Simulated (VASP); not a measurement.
An input for Quantum ESPRESSO's pw.x (written as the equivalent of a VASP run, and not itself run):

```
&CONTROL
  calculation = 'scf'
  pseudo_dir = './pseudo'
  outdir = './out'
  tprnfor = .true.
  tstress = .true.
/
&SYSTEM
  ibrav = 0
  nat = 3
  ntyp = 2
  ecutwfc = 96
  occupations = 'tetrahedra'
  input_dft = 'pbesol'
  nspin = 2
  starting_magnetization(1) = 0.22
/
&ELECTRONS
  conv_thr = 7.3e-09
  electron_maxstep = 100
/
ATOMIC_SPECIES
  Mn 54.938 Mn.upf
  Ge 72.630 Ge.upf
CELL_PARAMETERS angstrom
     0.0000000    2.8763451    2.8763451
     2.8763451    0.0000000    2.8763451
     2.8763451    2.8763451   -0.0000000
ATOMIC_POSITIONS crystal
  Mn   0.0000000  0.0000000  0.0000000
  Ge   0.2500000  0.2500000  0.2500000
  Ge   0.7500000  0.7500000  0.7500000
K_POINTS automatic
  10 10 10 0 0 0
```

### Question
Translate this input to VASP (INCAR, KPOINTS, POSCAR, choice of POTCAR).

### Answer
Several could match; the one computed here: 
### POSCAR
```
MnGe2
1
    0.0000000000     2.8763451273     2.8763451273
    2.8763451273     0.0000000000     2.8763451273
    2.8763451273     2.8763451273    -0.0000000000
Mn Ge
1 2
Direct
  0.0000000000   0.0000000000   0.0000000000
  0.2500000000   0.2500000000   0.2500000000
  0.7500000000   0.7500000000   0.7500000000
```

### KPOINTS
```
Automatic mesh
0
Gamma
10 10 10
0 0 0
```

**INCAR**
```
SYSTEM = MnGe2
PREC = Accurate
ENCUT = 400
EDIFF = 1E-7
NELM = 100
ALGO = Normal
LREAL = .FALSE.
LASPH = .TRUE.
ISMEAR = -5
GGA = PS
LMAXMIX = 4
ISPIN = 2
MAGMOM = 2.2 -0.0 -0.0
LORBIT = 11
LWAVE = .FALSE.
LCHARG = .TRUE.
NEDOS = 601
ISIF = 2
LEFG = .TRUE.
```

POTCAR, in this order: Mn_pv Ge_d (PBE.64 set). Program: vasp_std.

Limits of the translation: the potentials are each code's own (VASP's PAW set, PseudoDojo norm-conserving files in pw.x), so ENCUT and ecutwfc are chosen apart and not converted; conv_thr bounds pw.x's estimated SCF error, while EDIFF bounds the energy change between steps; starting_magnetization is a fraction of the valence charge and MAGMOM a moment in μB, so they match only roughly; the field gradients of LEFG aren't asked of the other code.

The structure was generated: MnGe2 was put into the fluorite type (Fm-3m), which need not be its known phase. It was relaxed first, which changed the volume by -8 %.
